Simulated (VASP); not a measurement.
Input:

```xyz
3
Lattice="2.1684 -3.7558 0.0000 2.1684 3.7558 0.0000 0.0000 0.0000 7.5628" Properties=species:S:1:pos:R:3 pbc="T T T"
Cd     2.1684    -3.7558     0.0000
I      2.1684     1.2519     1.7212
I      2.1684    -1.2519     5.8416
```

These are PBE GGA, VASP's PBE PAW potentials (set 64) (plane waves; VASP) values and carry that method's errors. Numerical set-up: 520 eV cut-off, 4×4×2 Γ-centred mesh, Gaussian smearing of 0.050 eV, potentials Cd I.

Without a dispersion term in the relaxation, distances and binding between the weakly bound layers, chains or molecules are unreliable, and so is what depends on them.

Q: Estimate the energy per atom (σ→0).

A: 
```
Property                       Result
---------------------  --------------
energy per atom (σ→0)  -1.843 eV/atom
```

The absolute energy has meaning only against runs of the same code, potentials and settings.

The compound is CdI2 in the 1T layered structure. It was relaxed first, which changed the volume by +15 %.
